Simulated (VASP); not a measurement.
# CaCdTeS: structure and properties in VASP

What structure does CaCdTeS take at this level, and what are its properties? The steps: rough relaxation of the start cell, full relaxation (PBEsol), single point with fields (PBEsol), band structure (PBEsol), total and projected DOS (PBEsol), core-level energies (PBEsol) and vibrations at Γ (PBEsol). The cell is invented: it takes the structure of a Materials Project entry for Cd2SeS (space group 156 there), with some of its atoms replaced by other elements, volume scaled by an estimate. It may not be a known or stable phase. The atoms of the start are displaced at random from the sites of a P3m1 cell.

Method: PBEsol; plane waves and PAW (Te, Cd, Ca_sv, S); invented cell, in VASP 6.6.1.

## Step 1: Starting point

Before any relaxation, the start is as follows. The structure is triclinic, space group P1 (No. 1). The conventional cell has a = 4.414 Å, b = 4.414 Å, c = 7.198 Å, α = 90.00°, β = 90.00°, γ = 120.00°. Nearest to Te lie 3 Cd at 2.70 to 2.77 Å and 1 Ca at 2.76 Å. Nearest to Cd lie 1 S at 2.66 Å and 3 Te at 2.70 to 2.77 Å. Ca has 3 S at 2.67 Å and 1 Te at 2.76 Å nearest. S has 1 Cd at 2.66 Å and 3 Ca at 2.67 Å nearest. It derives from Cd2SeS. it takes the structure of a Materials Project entry for Cd2SeS (space group 156 there), with some of its atoms replaced by other elements, volume scaled by an estimate. Farther neighbours and most contacts between anions are not listed.

Coordinates:

```cif
data_structure
_symmetry_space_group_name_H-M 'P 1'
_symmetry_Int_Tables_number 1
_cell_length_a 4.4140
_cell_length_b 4.4140
_cell_length_c 7.1976
_cell_angle_alpha 90.000
_cell_angle_beta 90.000
_cell_angle_gamma 120.000
_cell_volume 121.45
loop_
_atom_site_label
_atom_site_type_symbol
_atom_site_fract_x
_atom_site_fract_y
_atom_site_fract_z
_atom_site_occupancy
Te1 Te 0.33529 0.67125 0.62810 1
Cd2 Cd 0.00235 0.99508 0.49145 1
Ca3 Ca 0.33267 0.66361 0.01115 1
S4 S 0.99938 0.99815 0.12161 1
```

## Step 2: Rough relaxation of the start cell

The start is only an estimate, so a cheap relaxation brings it near a minimum before any careful run. PBEsol restores the gradient expansion of exchange and is tuned for the cells of solids.

INCAR reads:

```
SYSTEM = CaCdTeS
PREC = Normal
ENCUT = 400
EDIFF = 1E-05
NELM = 60
ISMEAR = 0
SIGMA = 0.05
LREAL = .FALSE.
ALGO = Fast
GGA = PS
NBANDS = 23
LORBIT = 11
LWAVE = .FALSE.
LCHARG = .FALSE.
KPAR = 2
IBRION = 2
NSW = 40
ISIF = 3
EDIFFG = -0.04
```

POSCAR reads:

```
CaCdTeS
1.0
    4.4140250000      0.0000000000      0.0000000000
   -2.2070120000      3.8226570000      0.0000000000
    0.0000000000      0.0000000000      7.1976330000
Te Cd Ca S
1 1 1 1
Direct
    0.3352890000      0.6712500000      0.6280980000
    0.0023480000     -0.0049180000      0.4914460000
    0.3326730000      0.6636150000      0.0111470000
   -0.0006220000     -0.0018480000      0.1216070000
```

KPOINTS reads:

```
Automatic mesh
0
Gamma
4 4 3
0 0 0
```

The projector-augmented-wave data sets are Te, Cd, Ca_sv and S (PBE family, release 64).

Started as:

```console
$ mpirun -np 2 vasp_std
```

Log:

```text
[banner, memory and clock lines left out]
running    2 mpi-ranks, on    1 nodes
 distrk:  each k-point on    1 cores,    2 groups
 distr:  one band on    1 cores,    1 groups

 POSCAR found type information on POSCAR TeCdCaS
 POSCAR found :  4 types and       4 ions
|                                                                             |
|               ----> ADVICE to this user running VASP <----                  |
|                                                                             |
|     You enforced a specific xc type in the INCAR file but a different       |
|     [... a line on the potential file left out ...]
|     I HOPE YOU KNOW WHAT YOU ARE DOING!                                     |
|                                                                             |

 LDA part: xc-table for (Slater+PW92), standard interpolation
 POSCAR, INCAR and KPOINTS ok, starting setup
 FFT: planning ... GRIDC
 FFT: planning ... GRID_SOFT
 FFT: planning ... GRID
 WAVECAR not read
 entering main loop
       N       E                     dE             d eps       ncg     rms          rms(c)
DAV:   1     0.209269813152E+03    0.20927E+03   -0.13673E+04  1196   0.108E+03
DAV:   2    -0.311545191788E+01   -0.21239E+03   -0.20650E+03  1394   0.302E+02
DAV:   3    -0.159929199784E+02   -0.12877E+02   -0.12816E+02  1955   0.678E+01
DAV:   4    -0.165386307590E+02   -0.54571E+00   -0.54459E+00  1745   0.102E+01
DAV:   5    -0.165556601682E+02   -0.17029E-01   -0.17029E-01  1747   0.150E+00    0.745E+00
RMM:   6    -0.153766337839E+02    0.11790E+01   -0.23882E+00  1197   0.722E+00    0.613E+00
RMM:   7    -0.152520249912E+02    0.12461E+00   -0.12528E+00  1256   0.418E+00    0.280E+00
RMM:   8    -0.152429709558E+02    0.90540E-02   -0.12013E-01  1328   0.195E+00    0.110E+00
RMM:   9    -0.152461982707E+02   -0.32273E-02   -0.56482E-02  1433   0.115E+00    0.408E-01
RMM:  10    -0.152478576237E+02   -0.16594E-02   -0.17473E-02  1574   0.572E-01    0.254E-01
RMM:  11    -0.152485643438E+02   -0.70672E-03   -0.62007E-03  1700   0.295E-01    0.123E-01
RMM:  12    -0.152488180642E+02   -0.25372E-03   -0.32260E-03  1707   0.192E-01    0.544E-02
RMM:  13    -0.152489362559E+02   -0.11819E-03   -0.10453E-03  1665   0.102E-01    0.288E-02
RMM:  14    -0.152489864923E+02   -0.50236E-04   -0.44676E-04  1436   0.645E-02    0.166E-02
RMM:  15    -0.152490027654E+02   -0.16273E-04   -0.18574E-04  1361   0.454E-02    0.713E-03
RMM:  16    -0.152490110718E+02   -0.83064E-05   -0.85157E-05  1143   0.311E-02
   1 F= -.15249011E+02 E0= -.15249011E+02  d E =-.152490E+02
 curvature:   0.00 expect dE= 0.000E+00 dE for cont linesearch  0.000E+00
 trial: gam= 0.00000 g(F)=  0.296E+00 g(S)=  0.264E+00 ort = 0.000E+00 (trialstep = 0.100E+01)
 search vector abs. value=  0.559E+00
 bond charge predicted
       N       E                     dE             d eps       ncg     rms          rms(c)
DAV:   1    -0.175527087650E+02   -0.23037E+01   -0.10481E+02  1196   0.901E+01    0.134E+01
RMM:   2    -0.158285992006E+02    0.17241E+01   -0.59485E+00  1259   0.228E+01    0.490E+00
RMM:   3    -0.155900779774E+02    0.23852E+00   -0.91910E-01  1315   0.647E+00    0.374E+00
RMM:   4    -0.155115437513E+02    0.78534E-01   -0.25858E-01  1400   0.311E+00    0.117E+00
RMM:   5    -0.155113220751E+02    0.22168E-03   -0.68473E-02  1575   0.158E+00    0.597E-01
RMM:   6    -0.155132067760E+02   -0.18847E-02   -0.19864E-02  1638   0.849E-01    0.106E-01
RMM:   7    -0.155137007593E+02   -0.49398E-03   -0.91336E-03  1663   0.510E-01    0.951E-02
RMM:   8    -0.155140697677E+02   -0.36901E-03   -0.37954E-03  1866   0.282E-01    0.639E-02
RMM:   9    -0.155142341865E+02   -0.16442E-03   -0.14979E-03  1884   0.154E-01    0.231E-02
RMM:  10    -0.155143083951E+02   -0.74209E-04   -0.70596E-04  1783   0.108E-01    0.142E-02
RMM:  11    -0.155143462281E+02   -0.37833E-04   -0.33579E-04  1577   0.709E-02    0.526E-03
RMM:  12    -0.155143647735E+02   -0.18545E-04   -0.16852E-04  1382   0.510E-02    0.640E-03
RMM:  13    -0.155143740884E+02   -0.93150E-05   -0.78912E-05  1194   0.377E-02
   2 F= -.15514374E+02 E0= -.15514374E+02  d E =-.265363E+00
[... from here on, the cycles between the ionic steps are left out ...]
   3 F= -.15514773E+02 E0= -.15514773E+02  d E =-.265762E+00
   4 F= -.15584433E+02 E0= -.15584433E+02  d E =-.696598E-01
   5 F= -.15609904E+02 E0= -.15609904E+02  d E =-.951305E-01
   6 F= -.15623618E+02 E0= -.15623618E+02  d E =-.137141E-01
   7 F= -.15628796E+02 E0= -.15628796E+02  d E =-.188921E-01
   8 F= -.15644540E+02 E0= -.15644540E+02  d E =-.157441E-01
   9 F= -.15658314E+02 E0= -.15658314E+02  d E =-.295179E-01
  10 F= -.15661328E+02 E0= -.15661328E+02  d E =-.325322E-01
  11 F= -.15663171E+02 E0= -.15663171E+02  d E =-.343749E-01
  12 F= -.15668210E+02 E0= -.15668210E+02  d E =-.503905E-02
  13 F= -.15682753E+02 E0= -.15682753E+02  d E =-.195822E-01
  14 F= -.15706431E+02 E0= -.15706431E+02  d E =-.432599E-01
  15 F= -.15684077E+02 E0= -.15684077E+02  d E =-.209062E-01
  16 F= -.15713201E+02 E0= -.15713201E+02  d E =-.500298E-01
  17 F= -.15714485E+02 E0= -.15714485E+02  d E =-.513144E-01
  18 F= -.15717250E+02 E0= -.15717250E+02  d E =-.276487E-02
  19 F= -.15719272E+02 E0= -.15719272E+02  d E =-.478635E-02
  20 F= -.15720066E+02 E0= -.15720066E+02  d E =-.794314E-03
  21 F= -.15720298E+02 E0= -.15720298E+02  d E =-.102579E-02
  22 F= -.15720564E+02 E0= -.15720564E+02  d E =-.129182E-02
 curvature:  -1.24 expect dE=-0.738E-03 dE for cont linesearch -0.615E-05
 trial: gam= 0.36458 g(F)=  0.178E-03 g(S)=  0.418E-03 ort = 0.925E-04 (trialstep = 0.812E+00)
 search vector abs. value=  0.893E-03
 bond charge predicted
       N       E                     dE             d eps       ncg     rms          rms(c)
DAV:   1    -0.157216352107E+02   -0.10714E-02   -0.11551E-01  1210   0.235E+00    0.169E-01
RMM:   2    -0.157211887165E+02    0.44649E-03   -0.19919E-03  1276   0.379E-01    0.824E-02
RMM:   3    -0.157209844565E+02    0.20426E-03   -0.48083E-04  1273   0.165E-01    0.323E-02
RMM:   4    -0.157209679579E+02    0.16499E-04   -0.10907E-04  1355   0.711E-02    0.172E-02
RMM:   5    -0.157209703628E+02   -0.24049E-05   -0.26926E-05   986   0.315E-02
  23 F= -.15720970E+02 E0= -.15720970E+02  d E =-.406733E-03
 trial-energy change:   -0.000407  1 .order   -0.000411   -0.000512   -0.000311
 step:   2.0645(harm=  2.0645)  dis= 0.00687  next Energy=   -15.721214 (dE=-0.651E-03)
 reached required accuracy - stopping structural energy minimisation
```

Wall time 2 min (2 MPI ranks of Intel Xeon Platinum 8488C (Sapphire Rapids), shared host); peak memory 0.39 GiB; 4 min of CPU time.

Lines that name or quote the potential files are left out of all logs, and their timing lines are given in words.

OUTCAR, selected parts (step 2):

```text
ion  position               nearest neighbor table
   1  0.335  0.671  0.628-   2 2.70   2 2.73   3 2.76   2 2.77
   2  0.002  0.995  0.491-   4 2.66   1 2.70   1 2.73   1 2.77
   3  0.333  0.664  0.011-   4 2.67   4 2.67   4 2.67   1 2.76
   4  0.999  0.998  0.122-   2 2.66   3 2.67   3 2.67   3 2.67

  LATTYP: Found a hexagonal cell.
 ALAT       =     4.4140250000
 C/A-ratio  =     1.6306280549

 Subroutine GETGRP returns: Found  1 space group operations
 (whereof  1 operations were pure point group operations)

The static configuration has the point symmetry C_1 .

 Found     26 irreducible k-points:

   k-points           NKPTS =     26   k-points in BZ     NKDIM =     26   number of bands    NBANDS=     23

   dimension x,y,z NGX =    24 NGY =   24 NGZ =   36
   dimension x,y,z NGXF=    48 NGYF=   48 NGZF=   72

   ENCUT  =  400.0 eV  29.40 Ry    5.42 a.u.   7.20  7.20 11.74*2*pi/ulx,y,z

   NELECT =      34.0000    total number of electrons

 k-points in reciprocal lattice and weights: Automatic mesh
   0.00000000  0.00000000  0.00000000       0.021
   0.25000000 -0.00000000  0.00000000       0.042
   0.00000000  0.25000000  0.00000000       0.042
  -0.25000000  0.25000000  0.00000000       0.042
   0.50000000 -0.00000000  0.00000000       0.021
   0.00000000  0.50000000  0.00000000       0.021
   0.50000000  0.50000000  0.00000000       0.021
   0.25000000  0.25000000  0.00000000       0.042
  -0.25000000  0.50000000  0.00000000       0.042
[...]
0.25000000  0.50000000  0.33333333       0.042
   0.50000000 -0.25000000  0.33333333       0.042

 average (electrostatic) potential at core
       1 -91.1326       2 -38.9622       3 -46.6305       4 -88.1209

 E-fermi :   2.2645

 k-point     1 :       0.0000    0.0000    0.0000
  band No.  band energies     occupation
    ...
     13       0.0895      2.00000
     14       0.0967      2.00000
     15       1.7546      2.00000
     16       1.7790      2.00000
     17       1.9248      2.00000
     18       3.2485      0.00000
     19       4.9989      0.00000
     20       6.0602      0.00000
     21       6.0808      0.00000
     22       6.3548      0.00000
    ...

 k-point     2 :       0.2500   -0.0000    0.0000
  band No.  band energies     occupation
    ...
     13      -0.4256      2.00000
     14       0.1223      2.00000
     15       0.1359      2.00000
     16       1.3942      2.00000
     17       1.4482      2.00000
     18       4.7193      0.00000
     19       5.5614      0.00000
     20       5.8315      0.00000
     21       6.0486      0.00000
     22       6.5837      0.00000
    ...

 k-point     3 :       0.0000    0.2500    0.0000
  band No.  band energies     occupation
    ...
     13      -0.4294      2.00000
     14       0.1220      2.00000
     15       0.1357      2.00000
     16       1.4017      2.00000
     17       1.4525      2.00000
     18       4.7250      0.00000
     19       5.5617      0.00000
     20       5.8352      0.00000
     21       6.0407      0.00000
     22       6.5833      0.00000
    ...

  Total       -0.0286053     -0.0448224      0.0451666     -0.0066278     -0.0111071      0.0117423
  in kB       -0.3691145     -0.5783755      0.5828165     -0.0855228     -0.1433226      0.1515189
  external PRESSURE =      -0.1215578 kB  Pullay stress =       0.0000000 kB

  energy-cutoff  :      400.00
  volume of cell :      124.16
      direct lattice vectors                 reciprocal lattice vectors
     4.658980145  0.005294629 -0.004383684     0.214499252  0.123410372  0.000266389
    -2.324886271  4.040873714  0.002388785    -0.000281070  0.247309533 -0.000019758
    -0.008482769  0.000516925  6.590929331     0.000142767 -0.000007552  0.151723856

 POSITION                                       TOTAL-FORCE (eV/Angst)
 -----------------------------------------------------------------------------------
      0.00903      2.69360      3.97305        -0.007232      0.008429     -0.006062
      0.00048      0.00398      3.12502         0.010022     -0.017094     -0.020409
      0.00916      2.68303      0.56758        -0.001358      0.003417      0.038396
      2.33718      4.03643      0.58640        -0.001432      0.005249     -0.011925
 -----------------------------------------------------------------------------------
    total drift:                                0.000278      0.000473     -0.002288

  FREE ENERGIE OF THE ION-ELECTRON SYSTEM (eV)
  ---------------------------------------------------
  free  energy   TOTEN  =       -15.7209703628 eV

  energy  without entropy=      -15.7209703628  energy(sigma->0) =      -15.72097036

 reached required accuracy - stopping structural energy minimisation

 total charge
# of ion       s       p       d       tot
------------------------------------------
    1        1.349   2.072   0.016   3.437
    2        0.457   0.327   9.528  10.312
    3        2.038   5.850   0.254   8.143
    4        1.320   2.428   0.000   3.748
--------------------------------------------------
tot          5.164  10.677   9.798  25.640

[... 3 further parts left out ...]
```

CONTCAR:

```
CaCdTeS
   1.00000000000000
     4.6589801451285400    0.0052946286375201   -0.0043836837177369
    -2.3248862706317426    4.0408737139759365    0.0023887851094104
    -0.0084827685162300    0.0005169253913242    6.5909293310890922
  Te              Cd              Ca              S
     1     1     1     1
Direct
     0.3354137299170004    0.6660729715263485    0.6027869480503925
     0.0014267282755096    0.0009218007621830    0.4741405748597434
     0.3332300680127974    0.6635253833110927    0.0860971177430460
     0.9996174737946935    0.9975788444003703    0.0892733593468213
```

The gap is read on the k-mesh alone, so it is an upper bound where the band edges lie off the mesh. This relaxation is a rough one on cheap settings, only to bring the start near its minimum. The PAW data sets were made with PBE, which is usual practice but a small mismatch for other functionals.

Step by step (22 of 23):

```csv
step,energy less that of the first step (eV),largest force (eV/Å),pressure (GPa),volume (Å³)
1,0.0000,1.7976,3.50,121.45
2,-0.2654,0.5946,-1.09,133.47
3,-0.2658,0.5715,-1.16,133.88
4,-0.3354,0.4161,-0.44,131.08
5,-0.3609,0.2984,0.53,128.28
6,-0.3746,0.3240,0.03,129.72
7,-0.3798,0.3469,-0.36,131.00
8,-0.3955,0.1994,-0.24,130.08
9,-0.4093,0.0717,0.02,128.68
10,-0.4123,0.3326,0.50,125.88
11,-0.4142,0.2434,0.34,126.85
13,-0.4337,0.2492,0.20,126.12
14,-0.4574,0.2503,-0.02,124.96
15,-0.4351,0.2867,-0.25,122.35
16,-0.4642,0.2311,-0.09,124.38
17,-0.4655,0.2316,-0.15,123.99
18,-0.4682,0.1710,-0.01,123.78
19,-0.4703,0.0736,0.18,123.42
20,-0.4711,0.0589,0.05,123.78
21,-0.4713,0.0561,0.08,123.94
22,-0.4716,0.0479,-0.09,124.25
23,-0.4720,0.0386,-0.01,124.16
```

```csv
cell as run,before,after,change
a (Å),4.414,4.659,+5.5 %
b (Å),4.414,4.662,+5.6 %
c (Å),7.198,6.591,-8.4 %
α (°),90.00,89.93,-0.1 %
β (°),90.00,90.13,+0.1 %
γ (°),120.00,119.85,-0.1 %
volume (Å³/atom),30.36,31.04,+2.2 %
```

The atoms that moved most (Å, as changes of fractional coordinates times the final cell):

```csv
atom,dx,dy,dz,length
Ca3,0.002,0.000,0.494,0.494
S4,0.003,-0.002,-0.213,0.213
Te1,0.013,-0.021,-0.167,0.169
Cd2,-0.018,0.024,-0.114,0.118
```

The relaxed structure:

```xyz
4
Lattice="4.6590 0.0053 -0.0044 -2.3249 4.0409 0.0024 -0.0085 0.0005 6.5909" Properties=species:S:1:pos:R:3 pbc="T T T"
Te    0.0090    2.6936    3.9730
Cd    0.0005    0.0040    3.1250
Ca    0.0092    2.6830    0.5676
S     0.0031   -0.0097    0.5884
```

A gap read on the k-mesh alone can miss the band edges.

This step gave:

```
electrons                       : 34
bands                           : 23
irreducible k-points            : 26
symmetry operations             : 1
free energy (TOTEN)             : -15.72 eV
Fermi energy                    : 2.264 eV
pressure                        : -0.01216 GPa
metallic                        : no
valence top at k                : 0, 0, 0
conduction bottom at k          : 0, 0, 0
least direct gap at k           : 0, 0, 0
SCF cycles over all ionic steps : 192
gap on the k-mesh               : 1.324 eV
least direct gap on the k-mesh  : 1.324 eV
```

It ends with a largest force of 0.039 eV/Å and a pressure of -0.01 GPa.

[end of part 1 of 4]

[Lines on the potential files, build, host, timing and source positions are cut from VASP's logs without a mark.]

[Logs are printed without paths, hosts, clocks, repeated set-up lines and the standing remarks that a program may print on its own settings, such as how far it seeks lower states.]

[Hosts, paths, dates, database ids (printed as entryN), source tags and the programs' standing remarks are cut or masked in the printed files.]

[A measured line is paired with the nearest computed mode of its activity, which favours agreement.]
